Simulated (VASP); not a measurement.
# CeRe3: cell size against the level of theory

How much does the cell of CeRe3 depend on the functional? The levels: PBE, LDA, PBEsol, r2SCAN, PBE + D3(BJ), TPSS + D3(BJ) and r2SCAN + D4. The cell is invented: it takes the structure of a Materials Project entry for CePd3 (space group 221 there), with some of its atoms replaced by other elements, volume scaled by an estimate. It may not be a known or stable phase.

Main program and level: VASP 6.6.1; PBE, spin-polarised from a ferromagnetic start; plane waves and PAW (Re, Ce), in the first sound run; inputs show where later runs differ.

## Step 1: The structure

Before any relaxation, the start is as follows. Symmetry: Pm-3m, No. 221, cubic system. Conventional cell: a = 4.195 Å, b = 4.195 Å, c = 4.195 Å, α = 90.00°, β = 90.00°, γ = 90.00°. Nearest to Re lie 8 Re at 2.97 Å and 4 Ce at 2.97 Å. Ce has 12 Re at 2.97 Å nearest. It derives from CePd3. It takes the structure of a Materials Project entry for CePd3 (space group 221 there), with some of its atoms replaced by other elements, volume scaled by an estimate. Farther neighbours are not listed.

As a file:

```xyz
4
Lattice="4.1946 0.0000 0.0000 0.0000 4.1946 0.0000 0.0000 0.0000 4.1946" Properties=species:S:1:pos:R:3 pbc="T T T"
Re    2.0973    0.0000    2.0973
Re    0.0000    2.0973    2.0973
Re    2.0973    2.0973    0.0000
Ce    0.0000    0.0000    0.0000
```

## Step 2: Relaxation with PBE

The start need not lie at this functional's minimum. ISIF = 3 frees volume, shape and positions, and EDIFFG sets the threshold on forces and stress at which the search stops. PBE, the usual starting point, adds the gradient of the density.

INCAR reads:

```
SYSTEM = CeRe3
PREC = Accurate
ENCUT = 520
EDIFF = 1E-06
NELM = 100
ISMEAR = -1
SIGMA = 0.05
LREAL = .FALSE.
ALGO = Normal
GGA = PE
ISPIN = 2
MAGMOM = 1 1 1 1
LMAXMIX = 6
LORBIT = 11
LWAVE = .FALSE.
LCHARG = .FALSE.
KPAR = 2
IBRION = 2
NSW = 60
ISIF = 3
EDIFFG = -0.01
```

POSCAR reads:

```
CeRe3
1.0
    4.1946080000      0.0000000000      0.0000000000
    0.0000000000      4.1946080000      0.0000000000
    0.0000000000      0.0000000000      4.1946080000
Re Ce
3 1
Direct
    0.5000000000      0.0000000000      0.5000000000
    0.0000000000      0.5000000000      0.5000000000
    0.5000000000      0.5000000000      0.0000000000
    0.0000000000      0.0000000000      0.0000000000
```

KPOINTS reads:

```
Automatic mesh
0
Gamma
6 6 6
0 0 0
```

PAW data sets: Re and Ce (PBE family, release 64).

Started as:

```console
> mpirun -np 2 vasp_std
```

The log of the run:

```text
[banner, memory and clock lines left out]
running    2 mpi-ranks, on    1 nodes
 distrk:  each k-point on    1 cores,    2 groups
 distr:  one band on    1 cores,    1 groups

 POSCAR found type information on POSCAR ReCe
 POSCAR found :  2 types and       4 ions
 LDA part: xc-table for (Slater+PW92), standard interpolation
 POSCAR, INCAR and KPOINTS ok, starting setup
 FFT: planning ... GRIDC
 FFT: planning ... GRID_SOFT
 FFT: planning ... GRID
 WAVECAR not read
 entering main loop
       N       E                     dE             d eps       ncg     rms          rms(c)
DAV:   1     0.225996747253E+03    0.22600E+03   -0.14125E+04  2996   0.196E+03
DAV:   2     0.826959949391E+01   -0.21773E+03   -0.20511E+03  3280   0.704E+02
DAV:   3    -0.334933410028E+02   -0.41763E+02   -0.38204E+02  3204   0.260E+02
DAV:   4    -0.413990832639E+02   -0.79057E+01   -0.72354E+01  3504   0.937E+01
DAV:   5    -0.437197833268E+02   -0.23207E+01   -0.21349E+01  3520   0.407E+01    0.450E+01
DAV:   6    -0.503208872839E+02   -0.66011E+01   -0.29089E+02  3464   0.233E+02    0.179E+01
DAV:   7    -0.431658660891E+02    0.71550E+01   -0.41255E+01  3384   0.728E+01    0.117E+01
DAV:   8    -0.649208600775E+02   -0.21755E+02   -0.22172E+02  3416   0.751E+01    0.850E+01
DAV:   9    -0.343543065583E+02    0.30567E+02   -0.23088E+02  3476   0.167E+02    0.721E+00
DAV:  10    -0.388035522410E+02   -0.44492E+01   -0.41801E+01  3488   0.483E+01    0.291E+00
DAV:  11    -0.398431165578E+02   -0.10396E+01   -0.97774E+00  3468   0.198E+01    0.257E+00
DAV:  12    -0.402706921213E+02   -0.42758E+00   -0.27742E+00  3520   0.103E+01    0.362E+00
DAV:  13    -0.404846797862E+02   -0.21399E+00   -0.12575E+00  3496   0.545E+00    0.395E+00
DAV:  14    -0.405806090674E+02   -0.95929E-01   -0.48271E-01  3496   0.335E+00    0.408E+00
DAV:  15    -0.405162671049E+02    0.64342E-01   -0.23093E-01  3512   0.298E+00    0.375E+00
DAV:  16    -0.404758959529E+02    0.40371E-01   -0.56698E-02  3520   0.175E+00    0.350E+00
DAV:  17    -0.404133098426E+02    0.62586E-01   -0.35542E-02  3512   0.188E+00    0.314E+00
DAV:  18    -0.403907866079E+02    0.22523E-01   -0.94122E-03  3504   0.853E-01    0.298E+00
DAV:  19    -0.403978310399E+02   -0.70444E-02   -0.23572E-03  3504   0.439E-01    0.301E+00
DAV:  20    -0.403965291422E+02    0.13019E-02   -0.86951E-04  3496   0.217E-01    0.299E+00
DAV:  21    -0.403678618797E+02    0.28667E-01   -0.61759E-03  3352   0.743E-01    0.282E+00
DAV:  22    -0.403691085217E+02   -0.12466E-02   -0.14830E-03  3506   0.427E-01    0.281E+00
DAV:  23    -0.402122625653E+02    0.15685E+00   -0.39643E-01  2946   0.563E+00    0.159E+00
DAV:  24    -0.402212334488E+02   -0.89709E-02   -0.86365E-02  3434   0.230E+00    0.104E+00
DAV:  25    -0.402255022022E+02   -0.42688E-02   -0.63106E-03  3362   0.803E-01    0.110E+00
DAV:  26    -0.402312608250E+02   -0.57586E-02   -0.81203E-03  3474   0.988E-01    0.119E+00
DAV:  27    -0.402220765674E+02    0.91843E-02   -0.83253E-03  3358   0.110E+00    0.109E+00
DAV:  28    -0.402164301293E+02    0.56464E-02   -0.12607E-02  3504   0.142E+00    0.993E-01
DAV:  29    -0.402122145536E+02    0.42156E-02   -0.13820E-02  3448   0.101E+00    0.919E-01
DAV:  30    -0.402127508068E+02   -0.53625E-03   -0.13525E-03  3482   0.320E-01    0.898E-01
[...]
DAV:  35    -0.402120549127E+02    0.13225E-04   -0.12493E-04  3488   0.126E-01    0.753E-01
DAV:  36    -0.402120263033E+02    0.28609E-04   -0.57616E-05  3396   0.618E-02    0.672E-01
DAV:  37    -0.402122652859E+02   -0.23898E-03   -0.42817E-04  3336   0.192E-01    0.524E-01
DAV:  38    -0.402121431544E+02    0.12213E-03   -0.80641E-05  3506   0.109E-01    0.474E-01
DAV:  39    -0.402119709553E+02    0.17220E-03   -0.41049E-04  3416   0.155E-01    0.383E-01
DAV:  40    -0.402119593073E+02    0.11648E-04   -0.10748E-04  3448   0.733E-02    0.241E-01
DAV:  41    -0.402119368451E+02    0.22462E-04   -0.12158E-04  3256   0.868E-02    0.177E-01
DAV:  42    -0.402119843456E+02   -0.47501E-04   -0.14403E-04  3208   0.115E-01    0.136E-01
DAV:  43    -0.402119631017E+02    0.21244E-04   -0.17051E-05  2746   0.508E-02    0.126E-01
DAV:  44    -0.402119604641E+02    0.26376E-05   -0.23893E-06  1878   0.345E-02    0.113E-01
DAV:  45    -0.402119572826E+02    0.31815E-05   -0.51206E-06  2184   0.198E-02    0.108E-01
DAV:  46    -0.402119580530E+02   -0.77045E-06   -0.15337E-06  1702   0.299E-02
   1 F= -.40211958E+02 E0= -.40169514E+02  d E =-.402120E+02  mag=     1.4253
 curvature:   0.00 expect dE= 0.000E+00 dE for cont linesearch  0.000E+00
 trial: gam= 0.00000 g(F)=  0.000E+00 g(S)=  0.552E+00 ort = 0.000E+00 (trialstep = 0.100E+01)
 search vector abs. value=  0.552E+00
 bond charge predicted
       N       E                     dE             d eps       ncg     rms          rms(c)
DAV:   1    -0.430401628207E+02   -0.28282E+01   -0.22932E+02  2494   0.654E+02    0.467E+01
DAV:   2    -0.419537475116E+02    0.10864E+01   -0.31240E+01  3424   0.714E+01    0.207E+01
DAV:   3    -0.428845427738E+02   -0.93080E+00   -0.95019E+01  3378   0.124E+02    0.970E+00
DAV:   4    -0.410012486969E+02    0.18833E+01   -0.56905E+00  3430   0.263E+01    0.796E+00
DAV:   5    -0.398332153267E+02    0.11680E+01   -0.37622E+00  3412   0.196E+01    0.226E+00
DAV:   6    -0.400349525978E+02   -0.20174E+00   -0.26603E+00  3316   0.132E+01    0.641E+00
DAV:   7    -0.398347129333E+02    0.20024E+00   -0.33619E+00  3280   0.187E+01    0.214E+00
DAV:   8    -0.398279575197E+02    0.67554E-02   -0.14758E-01  3454   0.440E+00    0.153E+00
DAV:   9    -0.398426203761E+02   -0.14663E-01   -0.32565E-01  3290   0.520E+00    0.170E+00
DAV:  10    -0.398557354118E+02   -0.13115E-01   -0.60362E-02  3508   0.219E+00    0.170E+00
DAV:  11    -0.398376016589E+02    0.18134E-01   -0.39617E-02  3468   0.212E+00    0.993E-01
DAV:  12    -0.398313473449E+02    0.62543E-02   -0.17694E-02  3442   0.135E+00    0.552E-01
DAV:  13    -0.398289651091E+02    0.23822E-02   -0.10869E-02  3468   0.996E-01    0.192E-01
DAV:  14    -0.398288800092E+02    0.85100E-04   -0.13345E-03  3430   0.334E-01    0.119E-01
DAV:  15    -0.398288853723E+02   -0.53631E-05   -0.69362E-04  3464   0.232E-01    0.489E-02
DAV:  16    -0.398289226218E+02   -0.37250E-04   -0.23562E-04  3488   0.132E-01    0.307E-02
DAV:  17    -0.398289414969E+02   -0.18875E-04   -0.99193E-05  3212   0.566E-02    0.306E-02
DAV:  18    -0.398289814793E+02   -0.39982E-04   -0.12705E-04  3460   0.103E-01    0.287E-02
DAV:  19    -0.398290135363E+02   -0.32057E-04   -0.77879E-05  3436   0.806E-02    0.504E-02
DAV:  20    -0.398290021501E+02    0.11386E-04   -0.57242E-05  3424   0.690E-02    0.335E-02
DAV:  21    -0.398289947950E+02    0.73551E-05   -0.54240E-05  3468   0.676E-02    0.155E-02
DAV:  22    -0.398289943624E+02    0.43255E-06   -0.34675E-05  3352   0.563E-02    0.714E-03
DAV:  23    -0.398289946146E+02   -0.25215E-06   -0.52109E-06  2034   0.270E-02
   2 F= -.39828995E+02 E0= -.39784449E+02  d E =0.382963E+00  mag=     0.0009
[...]
3 F= -.40290959E+02 E0= -.40238332E+02  d E =-.790008E-01  mag=    -0.0001
 curvature:  -0.15 expect dE=-0.277E-03 dE for cont linesearch -0.277E-03
 ZBRENT: interpolating
 opt :   0.3171  next Energy=   -40.291226 (dE=-0.793E-01)
 bond charge predicted
       N       E                     dE             d eps       ncg     rms          rms(c)
DAV:   1    -0.402926964762E+02   -0.17369E-02   -0.49451E-02  2896   0.800E+00    0.648E-01
DAV:   2    -0.402983116777E+02   -0.56152E-02   -0.73453E-02  3410   0.251E+00    0.825E-01
DAV:   3    -0.402911229708E+02    0.71887E-02   -0.56547E-02  3300   0.228E+00    0.154E-01
DAV:   4    -0.402913041519E+02   -0.18118E-03   -0.41389E-03  3446   0.692E-01    0.100E-01
DAV:   5    -0.402912425736E+02    0.61578E-04   -0.30462E-04  3384   0.273E-01    0.337E-02
DAV:   6    -0.402912371292E+02    0.54444E-05   -0.33048E-05  3460   0.476E-02    0.240E-02
DAV:   7    -0.402912319643E+02    0.51649E-05   -0.81154E-05  3444   0.676E-02    0.951E-03
DAV:   8    -0.402912326812E+02   -0.71691E-06   -0.86454E-06  2870   0.330E-02
   4 F= -.40291233E+02 E0= -.40238646E+02  d E =-.792746E-01  mag=    -0.0002
 curvature:  -0.14 expect dE=-0.646E-06 dE for cont linesearch -0.646E-06
 trial: gam= 0.00000 g(F)=  0.729E-67 g(S)=  0.463E-05 ort =-0.160E-02 (trialstep = 0.863E+00)
 search vector abs. value=  0.463E-05
 reached required accuracy - stopping structural energy minimisation
```

Run time: 12 min. Hardware: 2 MPI ranks of AMD EPYC 7R43, shared host; peak memory 0.5 GiB.

Lines that name or quote the potential files are left out of all logs, and their timing lines are given in words.

From OUTCAR (step 2):

```text
ion  position               nearest neighbor table
   1  0.500  0.000  0.500-   2 2.97   3 2.97   4 2.97   3 2.97   4 2.97   2 2.97   3 2.97   3 2.97
                             2 2.97   4 2.97   4 2.97   2 2.97
   2  0.000  0.500  0.500-   1 2.97   3 2.97   4 2.97   3 2.97   4 2.97   1 2.97   4 2.97   4 2.97
                             1 2.97   3 2.97   3 2.97   1 2.97
   3  0.500  0.500  0.000-   1 2.97   2 2.97   4 2.97   1 2.97   2 2.97   1 2.97   4 2.97   1 2.97
                             2 2.97   4 2.97   2 2.97   4 2.97
   4  0.000  0.000  0.000-   1 2.97   2 2.97   3 2.97   1 2.97   2 2.97   2 2.97   3 2.97   2 2.97
                             1 2.97   3 2.97   1 2.97   3 2.97

  LATTYP: Found a simple cubic cell.
 ALAT       =     4.1946080000

 Subroutine GETGRP returns: Found 48 space group operations
 (whereof 48 operations were pure point group operations)

The static configuration has the point symmetry O_h .

 Found     20 irreducible k-points:

   k-points           NKPTS =     20   k-points in BZ     NKDIM =     20   number of bands    NBANDS=     22

   dimension x,y,z NGX =    32 NGY =   32 NGZ =   32
   dimension x,y,z NGXF=    64 NGYF=   64 NGZF=   64

   ENCUT  =  520.0 eV  38.22 Ry    6.18 a.u.   7.80  7.80  7.80*2*pi/ulx,y,z

   NELECT =      33.0000    total number of electrons

 k-points in reciprocal lattice and weights: Automatic mesh
   0.00000000  0.00000000  0.00000000       0.005
   0.16666667  0.00000000  0.00000000       0.028
   0.33333333  0.00000000  0.00000000       0.028
   0.50000000  0.00000000  0.00000000       0.014
   0.16666667  0.16666667  0.00000000       0.056
   0.33333333  0.16666667  0.00000000       0.111
   0.50000000  0.16666667  0.00000000       0.056
   0.33333333  0.33333333  0.00000000       0.056
   0.50000000  0.33333333  0.00000000       0.056
[...]
0.50000000  0.50000000  0.33333333       0.028
   0.50000000  0.50000000  0.50000000       0.005

 average (electrostatic) potential at core
       1 -38.9033       2 -38.9033       3 -38.9033       4 -75.0748

 E-fermi :   7.8440

 spin component 1
 k-point     1 :       0.0000    0.0000    0.0000
  band No.  band energies     occupation
    ...
     10       3.6641      1.00000
     11       3.6641      1.00000
     12       7.2544      0.99999
     13       7.2544      0.99999
     14       7.2544      0.99999
     15       9.2280      0.00000
     16       9.2280      0.00000
     17       9.2280      0.00000
     18       9.2718      0.00000
     19       9.2718      0.00000
    ...

 k-point     2 :       0.1667    0.0000    0.0000
  band No.  band energies     occupation
    ...
     10       3.9773      1.00000
     11       3.9773      1.00000
     12       6.9050      1.00000
     13       7.4360      0.99971
     14       7.4360      0.99971
     15       8.9143      0.00000
     16       8.9191      0.00000
     17       9.0064      0.00000
     18       9.0064      0.00000
     19       9.3413      0.00000
    ...

 k-point     3 :       0.3333    0.0000    0.0000
  band No.  band energies     occupation
    ...
     10       4.8577      1.00000
     11       4.8577      1.00000
     12       6.1622      1.00000
     13       7.7290      0.90891
     14       7.7290      0.90891
     15       7.8919      0.27745
     16       7.8919      0.27745
     17       7.9782      0.06398
     18       8.1046      0.00543
     19       8.2913      0.00013
    ...

 k-point     4 :       0.5000    0.0000    0.0000
  band No.  band energies     occupation
    ...
     13       6.3590      1.00000
     14       6.3590      1.00000
     15       7.3736      0.99992
     16       7.5343      0.99796
     17       7.5903      0.99378
     18       8.0705      0.01066
     19       8.0705      0.01066
     20       9.6729      0.00000
     21       9.6736      0.00000
     22       9.6900      0.00000

 k-point     5 :       0.1667    0.1667    0.0000
  band No.  band energies     occupation
    ...
     10       4.1193      1.00000
     11       4.4499      1.00000
     12       6.8387      1.00000
     13       7.4234      0.99978
     14       7.5607      0.99655
     15       8.1189      0.00408
     16       8.6784      0.00000
     17       8.7335      0.00000
     18       8.8892      0.00000
     19       9.1734      0.00000
    ...

 k-point     6 :       0.3333    0.1667    0.0000
  band No.  band energies     occupation
    ...
     13       6.7414      1.00000
     14       7.6315      0.98594
     15       7.7320      0.90375
     16       7.7548      0.85625
     17       7.7891      0.74973
     18       8.2536      0.00028
     19       8.6978      0.00000
     20       9.2869      0.00000
     21       9.6482      0.00000
     22       9.8070      0.00000

  Total        0.0113114      0.0113114      0.0113114      0.0000000      0.0000000     -0.0000000
  in kB        0.2568975      0.2568975      0.2568975      0.0000000      0.0000000     -0.0000000
  external PRESSURE =       0.2568975 kB  Pullay stress =       0.0000000 kB

  energy-cutoff  :      520.00
  volume of cell :       70.54
      direct lattice vectors                 reciprocal lattice vectors
     4.131953196  0.000000000 -0.000000000     0.242016294 -0.000000000  0.000000000
     0.000000000  4.131953196 -0.000000000    -0.000000000  0.242016294 -0.000000000
    -0.000000000  0.000000000  4.131953196     0.000000000  0.000000000  0.242016294

 POSITION                                       TOTAL-FORCE (eV/Angst)
 -----------------------------------------------------------------------------------
      2.06598      0.00000      2.06598         0.000000      0.000000      0.000000
     -0.00000      2.06598      2.06598        -0.000000      0.000000      0.000000
      2.06598      2.06598     -0.00000         0.000000      0.000000      0.000000
      0.00000      0.00000      0.00000         0.000000      0.000000      0.000000
 -----------------------------------------------------------------------------------
    total drift:                                0.000000     -0.000000     -0.000000

  FREE ENERGIE OF THE ION-ELECTRON SYSTEM (eV)
  ---------------------------------------------------
  free  energy   TOTEN  =       -40.2912326812 eV

  energy  without entropy=      -40.1860599962  energy(sigma->0) =      -40.23864634

 reached required accuracy - stopping structural energy minimisation

 total charge
# of ion       s       p       d       f       tot
--------------------------------------------------
    1        0.612   0.421   4.807   0.000   5.839
    2        0.612   0.421   4.807   0.000   5.839
    3        0.612   0.421   4.807   0.000   5.839
    4        2.089   5.650   1.443   1.009  10.191
--------------------------------------------------
tot          3.924   6.912  15.863   1.009  27.708

 magnetization (x)
# of ion       s       p       d       f       tot
--------------------------------------------------
    1       -0.000  -0.000  -0.000   0.000  -0.000
    2       -0.000  -0.000  -0.000   0.000  -0.000
    3       -0.000  -0.000  -0.000   0.000  -0.000
    4       -0.000  -0.000  -0.000  -0.000  -0.000
--------------------------------------------------
tot         -0.000  -0.000  -0.000  -0.000  -0.000

[... 5 further parts left out ...]
```

CONTCAR:

```
CeRe3
   1.00000000000000
     4.1319531959551696    0.0000000000000000   -0.0000000000000000
     0.0000000000000000    4.1319531959551696   -0.0000000000000000
    -0.0000000000000000    0.0000000000000000    4.1319531959551696
  Re              Ce
     3     1
Direct
     0.5000000000000000    0.0000000000000000    0.5000000000000000
     0.0000000000000000    0.5000000000000000    0.5000000000000000
     0.5000000000000000    0.5000000000000000    0.0000000000000000
     0.0000000000000000    0.0000000000000000    0.0000000000000000
```

The moments of this start collapse, so this run ends in a non-magnetic state; other starts or orders were not tried. The k-mesh is coarse for a metal. Without U or exact exchange f electrons of an open shell on Ce come out too delocalised, which can shrink the cell and pin f bands at the Fermi level. LASPH is off, so gradient terms of the non-spherical density inside the spheres are left out; for open d or f shells this can shift gaps and moments. The data set Re keeps the semicore shell frozen, which is cheaper and a little less accurate. The run keeps the 48 symmetry operations of its start, so it cannot find a distortion of lower symmetry.

Relaxation path:

```
step  energy less that of the first step (eV)  largest force (eV/Å)  pressure (GPa)  volume (Å³)
   1                                   0.0000                0.0000           -8.48        73.80
   2                                   0.3830                0.0000           23.96        63.86
   3                                  -0.0790                0.0000           -0.52        70.71
   4                                  -0.0793                0.0000            0.03        70.54
```

```
conventional cell, symmetrised  before  after  change
                         a (Å)   4.195  4.132  -1.5 %
                         b (Å)   4.195  4.132  -1.5 %
                         c (Å)   4.195  4.132  -1.5 %
              volume (Å³/atom)   18.45  17.64  -4.4 %
```

Final coordinates:

```cif
data_structure
_symmetry_space_group_name_H-M 'P 1'
_symmetry_Int_Tables_number 1
_cell_length_a 4.1320
_cell_length_b 4.1320
_cell_length_c 4.1320
_cell_angle_alpha 90.000
_cell_angle_beta 90.000
_cell_angle_gamma 90.000
_cell_volume 70.54
loop_
_atom_site_label
_atom_site_type_symbol
_atom_site_fract_x
_atom_site_fract_y
_atom_site_fract_z
_atom_site_occupancy
Re1 Re 0.50000 0.00000 0.50000 1
Re2 Re 0.00000 0.50000 0.50000 1
Re3 Re 0.50000 0.50000 0.00000 1
Ce4 Ce 0.00000 0.00000 0.00000 1
```

This step gave:

- electrons: 33
- bands: 22
- irreducible k-points: 20
- symmetry operations: 48
- free energy (TOTEN): -40.29 eV
- energy at zero smearing: -40.24 eV
- Fermi energy: 7.844 eV
- pressure: 0.02569 GPa
- metallic, judged on the points sampled: yes
- SCF cycles over all ionic steps: 110

The spin moment in the PAW sphere vanishes on all atoms.

It ends with forces that vanish by symmetry and a pressure of 0.03 GPa. The conventional cell has a = 4.132 Å.

[end of part 1 of 3]

[Lines on the potential files, build, host, timing and source positions are cut from VASP's logs without a mark.]

[Logs are printed without paths, hosts, clocks, repeated set-up lines and the standing remarks that a program may print on its own settings, such as how far it seeks lower states.]

[Hosts, paths, dates, database ids (printed as entryN), source tags and the programs' standing remarks are cut or masked in the printed files.]

[A measured line is paired with the nearest computed mode of its activity, which favours agreement.]

[In band tables of VASP the shares of atoms and orbitals are scaled to a sum of 1 inside the atoms' spheres.]
